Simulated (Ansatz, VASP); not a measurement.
**Cross-check of HF (liquid hydrogen fluoride at 293 K) between VASP and Ansatz**

Wanted: the spread between two codes on one cell, functional and k mesh. The cell is taken from a series of runs on this material, whose earlier steps may have relaxed, scaled, displaced or heated it; both programs get it as it stands.

Calculated with Ansatz 0.2.0; plane waves, with VASP 6.6.1 beside it; PBE.

### Step 1. Starting point

The cell holds 108 atoms: 54 F and 54 H. Its edges and angles: a = 12.108 Å, b = 12.108 Å, c = 12.108 Å, α = 90.0°, β = 90.0°, γ = 90.0°. As first built, before any earlier steps moved the atoms or strained the cell (in the runner's words): 54 hydrogen fluoride placed at random, at 1.01 g/cm^3; overlaps pushed apart, then 10 ps at 393 K with a harmonic two-site HF with charges of 0.5 e and a 12-6 site on F. Snapshot after 20 ps at 293 K and fixed volume.

### Step 2. Ansatz: single point, PBE

Ansatz runs on its default PAW (the set named soft_2) files.

With cell and atoms fixed, the geometry can't cause a difference; cores, projectors, grids and the points listed under the comparison can.

Input file input.yaml:

```yaml
crystal:
  lattice:
    - [12.10814, 0.0, 0.0]
    - [0.0, 12.10814, 0.0]
    - [0.0, 0.0, 12.10814]
  atoms:
    - { symbol: F, position: [0.80505, 0.18009, 0.82102] }
    - { symbol: H, position: [0.87931, 0.18275, 0.83744] }
    - { symbol: F, position: [0.44248, 0.37823, 0.62378] }
    - { symbol: H, position: [0.39848, 0.38381, 0.68969] }
    - { symbol: F, position: [0.26842, 0.33289, 0.96004] }
    - { symbol: H, position: [0.27318, 0.34632, 0.0379] }
    - { symbol: F, position: [0.38082, 0.10513, 0.15913] }
    - { symbol: H, position: [0.31571, 0.05606, 0.16143] }
    - { symbol: F, position: [0.14099, 0.20627, 0.53103] }
    - { symbol: H, position: [0.18153, 0.16824, 0.58574] }
    - { symbol: F, position: [0.75265, 0.5177, 0.66212] }
    - { symbol: H, position: [0.8279, 0.51669, 0.64024] }
    - { symbol: F, position: [0.87071, 0.49394, 0.27244] }
    - { symbol: H, position: [0.87059, 0.55712, 0.31746] }
    - { symbol: F, position: [0.18293, 0.74606, 0.89645] }
    - { symbol: H, position: [0.16345, 0.66993, 0.91382] }
    - { symbol: F, position: [0.8718, 0.78342, 0.51813] }
    - { symbol: H, position: [0.81677, 0.82478, 0.55434] }
    - { symbol: F, position: [0.24256, 0.92071, 0.57757] }
    - { symbol: H, position: [0.32111, 0.89954, 0.57317] }
    - { symbol: F, position: [0.00449, 0.96474, 0.41696] }
    - { symbol: H, position: [0.02536, 0.88987, 0.4094] }
    - { symbol: F, position: [0.87758, 0.29171, 0.40724] }
    - { symbol: H, position: [0.92842, 0.23333, 0.40991] }
    - { symbol: F, position: [0.74942, 0.40509, 0.48354] }
    - { symbol: H, position: [0.81192, 0.36988, 0.44882] }
    - { symbol: F, position: [0.1328, 0.56779, 0.93608] }
    - { symbol: H, position: [0.097, 0.49775, 0.92738] }
    - { symbol: F, position: [0.13892, 0.55198, 0.59116] }
    - { symbol: H, position: [0.18426, 0.49217, 0.56587] }
[... 72 atom lines left out ...]
    - { symbol: F, position: [0.3168, 0.36065, 0.78076] }
    - { symbol: H, position: [0.28619, 0.34901, 0.84712] }
    - { symbol: F, position: [0.3428, 0.30249, 0.32057] }
    - { symbol: H, position: [0.39991, 0.28236, 0.37224] }
    - { symbol: F, position: [0.99088, 0.14952, 0.39824] }
    - { symbol: H, position: [0.00702, 0.07134, 0.40214] }
kpoints:
  mp_grid: { grid: [1, 1, 1] }
hamiltonian:
  xc: pbe
scf:
  occupations: { method: fixed }
output:
  forces: true
  stress: true
  populations: true
  dos:
    method: { smearing: { sigma: 0.1 } }
    de: 0.1
    projected: { site_lists: { F: [F], H: [H] } }
  eigenvalues: true
  write_density: true
  write_potential: true
  volumetric_format: npy
```

Started as:

```
$ ansatz run input.yaml --threads 8 --pin off --max-ram 15872MiB --backend cpu --events-out ev --progress --plain --runs-dir out
```

Numbers of over 12 decimals in the logs are rounded to 6 here.

What it wrote:

```text
Engine: ansatz 0.2.0, aarch64-unknown-linux-gnu
Pseudopotentials: kind: paw
Pseudopotential: F, paw, valence charge 7, recommended cutoff 420 eV (normal), F.paw.azcp
Pseudopotential: H, paw, valence charge 1, recommended cutoff 420 eV (normal), H.paw.azcp
Functional definition: PBE
  parameter kappa = 0.804
  parameter beta = 0.066725
  exchange = pbe_x(kappa = kappa, mu = beta*pi^2/3)
  correlation = pbe_c(beta = beta)
Crystal: 108 atoms, lattice volume = 1775.139 Å³
Basis set: ecut = 420 eV, 34697 PW (Γ), exchange–correlation on 162×162×162 points (8 copies of the dense FFT grid, shifted against one another)
Bands: 324, of which v1, the nominal top of the filled ones, is band 216 counted from 1 (215 counted from 0)
Symmetry: 1 space group operations
Space group: P1 (ITA 1), of the structure as read, at distance tolerance 1.2e-4 Å
k-points: 1
Non-local potential: F, projectors of the file, l = 0: 2, l = 1: 2, l = 2: 1
Non-local potential: H, projectors of the file, l = 0: 2, l = 1: 1
PAW form: soft (Blöchl's): semilocal exchange-correlation on the pseudo side does not see the compensation charge
PAW one-centre angular grid: F, 110 points (default); XC on 64 Gauss nodes
PAW one-centre angular grid: H, 110 points (default); XC on 64 Gauss nodes
Initial density: superposition of atomic densities (neutral atoms: chi_scale 0, normalization atom), corrected by the library's trained network
Initial wavefunctions: pseudopotential atomic-orbital guess
Functional: x = pbe(κ = 0.804, μ = 0.219515), c = pbe(β = 0.066725)
SCF iter   1: F=—  HF=-44518.208159 eV  |F-HF|=—  |Δ(HF+E_count)|=         —  Δρ=4.05e-3  dr2=2.51e-1  ethr=1.77e-3  ⟨swp⟩=5.0  Hψ=1049  notcnv=0  defer=105
preconditioner: auto → Resta (q_TF=auto, 2.156 Å⁻¹)  ε∞=1.9  [insulator: Δε(μ)=7.368 eV  Ē_g=19.792 eV  n_scr=304 (ndim 8)  ℏωp=18.3 eV  f_vac=0.508  ε∞_Penn≈1.9]
SCF iter   2: F=—  HF=-44518.127320 eV  |F-HF|=—  |Δ(HF+E_count)|=   8.08e-2  Δρ=1.75e-3  dr2=5.46e-2  ethr=5.81e-5  ⟨swp⟩=2.0  Hψ=511  notcnv=0  defer=105
SCF iter   3: F=—  HF=-44518.124177 eV  |F-HF|=—  |Δ(HF+E_count)|=   3.14e-3  Δρ=7.10e-4  dr2=1.19e-2  ethr=1.26e-5  ⟨swp⟩=3.0  Hψ=402  notcnv=0  defer=106
SCF iter   4: F=—  HF=-44518.121804 eV  |F-HF|=—  |Δ(HF+E_count)|=   2.37e-3  Δρ=2.41e-4  dr2=1.07e-3  ethr=2.75e-6  ⟨swp⟩=2.0  Hψ=399  notcnv=0  defer=106
SCF iter   5: F=—  HF=-44518.121469 eV  |F-HF|=—  |Δ(HF+E_count)|=   3.35e-4  Δρ=1.16e-4  dr2=1.66e-4  ethr=2.47e-7  ⟨swp⟩=2.0  Hψ=419  notcnv=0  defer=106
SCF iter   6: F=—  HF=-44518.121465 eV  |F-HF|=—  |Δ(HF+E_count)|=   3.50e-6  Δρ=3.97e-5  dr2=1.87e-5  ethr=3.85e-8  ⟨swp⟩=3.0  Hψ=465  notcnv=0  defer=106
SCF iter   7: F=—  HF=-44518.124090 eV  |F-HF|=—  |Δ(HF+E_count)|=   2.63e-3  Δρ=1.08e-5  dr2=1.81e-6  ethr=4.33e-9  ⟨swp⟩=2.0  Hψ=539  notcnv=0  defer=106
SCF iter   8: F=—  HF=-44518.124093 eV  |F-HF|=—  |Δ(HF+E_count)|=   3.04e-6  Δρ=5.02e-6  dr2=2.95e-7  ethr=4.19e-10  ⟨swp⟩=3.0  Hψ=496  notcnv=0  defer=106
SCF iter   9: F=-44518.124094 eV  HF=-44518.124094 eV  |F-HF|=1.61e-7  |Δ(HF+E_count)|=   4.80e-7  Δρ=1.52e-6  dr2=3.63e-8  ethr=2.31e-11  ⟨swp⟩=25.0  Hψ=3593  notcnv=0
SCF 1 converged in 9 iterations: F = -44518.124094 eV  dr2 = 3.63e-8
  greatest PAW one-centre occupation: 0.932 electrons in one spin orbital (limit 2), on the F atom at site 8 (counted from 0), in its partial waves of l = 0
[...]
atom  56  H     -0.59519679     0.23993269    -0.04642959
  atom  57  F      1.11605959    -1.99654015    -0.33729386
  atom  58  H     -0.23094706     0.71700774     0.25963014
  atom  59  F     -0.71550720     0.10833464     0.88225179
  atom  60  H     -0.04914727     0.06362297     0.33940627
  atom  61  F     -1.13981217    -0.87474566    -0.44717641
  atom  62  H      0.73567263     0.45053990     0.61519106
  atom  63  F     -0.79637285     0.91060427    -0.19540081
  atom  64  H      0.44795262    -0.23932268    -0.33984853
  atom  65  F     -1.32631440     0.23824754    -0.32085963
  atom  66  H     -0.19328416    -0.63444695    -0.36264909
  atom  67  F      0.42828765    -0.05577895     0.07720713
  atom  68  H      0.97392857     0.05143155     0.38275814
  atom  69  F     -2.04055219     0.56768209     1.70325404
  atom  70  H      0.47952067     0.28012782    -0.10754232
  atom  71  F      1.10178221     0.04602154    -0.03722403
  atom  72  H     -0.53293909    -0.38154327    -0.04989417
  atom  73  F     -1.14784132     0.00200909     0.15111911
  atom  74  H      1.07594809     0.08726945    -0.62075640
  atom  75  F      0.72254270    -0.74891955    -0.82915171
  atom  76  H     -0.45791497    -0.51651006    -0.62708410
  atom  77  F     -0.07091181    -0.55100312     0.00854592
  atom  78  H      0.32682132     0.39536458     0.00217663
  atom  79  F      1.84902519     1.65609176    -0.34534824
[...]
atom 101  F      0.04419929    -1.24436018    -0.50219614
  atom 102  H     -0.20853139     1.60880091     1.00043086
  atom 103  F      1.25856208     0.64397100    -4.34828262
  atom 104  H     -1.03350316    -0.39378171     3.31411636
  atom 105  F     -0.37803431    -0.12660546    -0.05228449
  atom 106  H      0.32477524     0.26180808     0.67531406
  atom 107  F      0.95703563     0.23761268    -0.64519359
  atom 108  H     -0.13168342    -0.30591350     0.09242934
  max |Σ_I F_I| component: 2.51e-5 eV/Å
--- Stress (GPa, compression-positive) ---
        4.886315      -0.455730      -0.682719
       -0.455730       4.200608       0.792268
       -0.682719       0.792268       3.340383
  P = ⅓ Tr σ = 4.1424 GPa (41.424 kbar)
--- Band table (eV) ---
  k-point 0: bands = [... 212 lower, -6.1495, -6.1075, -6.0540, -6.0090, 1.3220, 2.4120, 2.4770, 2.5477, ... 104 higher]
--- Löwdin populations: 108 sites ---
  site symbol       q [e]
     0      F      7.4447
     1      H      0.5112
     2      F      7.3957
     3      H      0.5035
     4      F      7.4344
     5      H      0.5097
     6      F      7.4473
     7      H      0.5086
     8      F      7.4146
     9      H      0.5163
    10      F      7.4065
    11      H      0.5039
    12      F      7.4375
    13      H      0.5026
    14      F      7.4473
    15      H      0.5043
    16      F      7.4221
    17      H      0.5010
    18      F      7.4030
    19      H      0.5109
    20      F      7.4191
    21      H      0.5029
    22      F      7.4445
    23      H      0.5072
[...]
100      F      7.4266
   101      H      0.5074
   102      F      7.4527
   103      H      0.4998
   104      F      7.4522
   105      H      0.5051
   106      F      7.4297
   107      H      0.5080
  spilling = 0.006786 (of n_electrons = 432.000000)
```

Reading the cycles: dr2 is the Hartree energy of the density residual (eV), the measure of convergence; HF is the Harris–Foulkes estimate of the energy, which meets the free energy F at convergence.

### Step 3. VASP: single point, PBE

The same cell, functional and mesh now go to VASP, with its own data sets.

Lines of VASP's logs that name or quote its potential files are left out, and so is its time.

Input file INCAR:

```
SYSTEM = HF
PREC = Accurate
ENCUT = 600
EDIFF = 1E-06
NELM = 120
ISMEAR = 0
SIGMA = 0.01
LREAL = Auto
ALGO = Normal
GGA = PE
NBANDS = 296
LORBIT = 11
LWAVE = .FALSE.
LCHARG = .FALSE.
ISIF = 2
LASPH = .TRUE.
GGA_COMPAT = .FALSE.
EFERMI = MIDGAP
NCORE = 2
```

Input file POSCAR:

```
HF
1.0
   12.1081400000      0.0000000000      0.0000000000
    0.0000000000     12.1081400000      0.0000000000
    0.0000000000      0.0000000000     12.1081400000
F H
54 54
Direct
    0.8050500000      0.1800900000      0.8210200000
    0.4424800000      0.3782300000      0.6237800000
    0.2684200000      0.3328900000      0.9600400000
    0.3808200000      0.1051300000      0.1591300000
    0.1409900000      0.2062700000      0.5310300000
    0.7526500000      0.5177000000      0.6621200000
    0.8707100000      0.4939400000      0.2724400000
    0.1829300000      0.7460600000      0.8964500000
    0.8718000000      0.7834200000      0.5181300000
    0.2425600000      0.9207100000      0.5775700000
    0.0044900000      0.9647400000      0.4169600000
    0.8775800000      0.2917100000      0.4072400000
    0.7494200000      0.4050900000      0.4835400000
    0.1328000000      0.5677900000      0.9360800000
    0.1389200000      0.5519800000      0.5911600000
    0.5894700000      0.8932700000      0.4043200000
    0.5253000000      0.9149800000      0.2365600000
    0.8545400000      0.3481000000      0.9419300000
    0.9070800000      0.9819300000      0.7070600000
    0.7124700000      0.8942500000      0.5496200000
    0.6046900000      0.4597000000      0.7589800000
    0.2146400000      0.0184500000      0.1524400000
    0.2426800000      0.3514500000      0.1600900000
    0.3786700000      0.5088600000      0.0430100000
    0.9388700000      0.5276100000      0.5977900000
    0.4344500000      0.8625700000      0.5587500000
    0.9860100000      0.1940000000      0.8592000000
    0.1599900000      0.1044200000      0.8682300000
    0.0382100000      0.0452900000      0.0759500000
    0.0908900000      0.9487500000      0.6740800000
[... 72 atom lines left out ...]
    0.9680200000      0.3792600000      0.9153900000
    0.3178400000      0.5468400000      0.1314400000
    0.8712000000      0.6983700000      0.4362100000
    0.2861900000      0.3490100000      0.8471200000
    0.3999100000      0.2823600000      0.3722400000
    0.0070200000      0.0713400000      0.4021400000
```

Input file KPOINTS:

```
Automatic mesh
0
Gamma
1 1 1
0 0 0
```

Potentials, in the order of the species: F and H (PBE family, release 64).

Started as:

```
$ mpirun -np 8 vasp_gam
```

What it wrote:

```text
[banner, memory and clock lines left out]
running    8 mpi-ranks, on    1 nodes
[...]
LDA part: xc-table for (Slater+PW92), standard interpolation
 POSCAR, INCAR and KPOINTS ok, starting setup
[...]
entering main loop
       N       E                     dE             d eps       ncg     rms          rms(c)
DAV:   1     0.419048980053E+04    0.41905E+04   -0.26625E+05   656   0.151E+03
DAV:   2    -0.539606198004E+02   -0.42445E+04   -0.40779E+04   712   0.360E+02
DAV:   3    -0.460334292806E+03   -0.40637E+03   -0.40426E+03   680   0.116E+02
DAV:   4    -0.466353476925E+03   -0.60192E+01   -0.60067E+01   688   0.159E+01
[...]
DAV:  18    -0.439256805864E+03    0.29858E-05   -0.23729E-05   656   0.198E-02    0.906E-03
DAV:  19    -0.439256804196E+03    0.16677E-05   -0.17694E-05   688   0.143E-02    0.429E-03
DAV:  20    -0.439256803650E+03    0.54607E-06   -0.15559E-06   472   0.471E-03
   1 F= -.43925680E+03 E0= -.43925680E+03  d E =0.000000E+00
```

From OUTCAR (step 3):

```text
  FREE ENERGIE OF THE ION-ELECTRON SYSTEM (eV)
  ---------------------------------------------------
  free  energy   TOTEN  =      -439.2568036502 eV

  energy  without entropy=     -439.2568036502  energy(sigma->0) =     -439.25680365

[... 1 further part left out ...]
```

The run ends at a pressure of 4.02 GPa, with forces up to 5.1 eV/Å.

### Step 4. Differences

Known differences besides the potentials themselves: fixed occupations in Ansatz, narrow Gaussian smearing in VASP; the cutoff is 420 eV in Ansatz and 600 eV in VASP (PREC = Accurate, projectors in real space). Total energies have different zeros and are not compared.

The two programs side by side:

| quantity | Ansatz | VASP | difference |
| --- | --- | --- | --- |
| pressure (GPa) | 4.14 | 4.02 | +0.12 |
| gap on the k mesh (eV) | 7.331 | 7.308 | +0.023 |

Forces on 7 of the 108 atoms, those with the largest forces and the largest differences (eV/Å; atoms numbered as in POSCAR):

| atom | Ansatz x, y, z | VASP x, y, z |
| --- | --- | --- |
| F1 | -2.812, -0.560, -1.072 | -3.189, -0.570, -1.146 |
| F12 | -1.531, 2.176, -0.458 | -1.728, 2.411, -0.427 |
| F19 | -2.969, 0.169, 0.707 | -3.297, 0.146, 0.765 |
| F35 | -2.041, 0.568, 1.703 | -2.155, 0.636, 1.865 |
| F40 | 1.849, 1.656, -0.345 | 2.130, 1.828, -0.423 |
| F52 | 1.259, 0.644, -4.348 | 1.493, 0.728, -4.807 |
| H106 | -1.034, -0.394, 3.314 | -1.249, -0.483, 3.792 |

The forces differ by 144 meV/Å r.m.s., which is 15.6 % of the r.m.s. force of 0.925 eV/Å (both taken over all components). A gap on the mesh is an upper bound, since the band edges may lie between its points.

### Step 5. Summary of results

| Property | Result |
| --- | --- |
| r.m.s. force difference (single point, PBE) | 16 % of the r.m.s. force |

The r.m.s. force difference is 16 % of the r.m.s. force (single point, PBE), beyond the 3 % picked in this series as the mark of a large difference. What causes the difference of the single point, PBE pair stays open here. How closely two codes agree says nothing of how well the functional describes the real material.

[Lines on the potential files, build, host, timing and source positions are cut from VASP's logs without a mark.]

[Logs are printed without paths, hosts, clocks, repeated set-up lines and the standing remarks that a program may print on its own settings, such as how far it seeks lower states.]

[Hosts, paths, dates, database ids (printed as entryN), source tags and the programs' standing remarks are cut or masked in the printed files.]
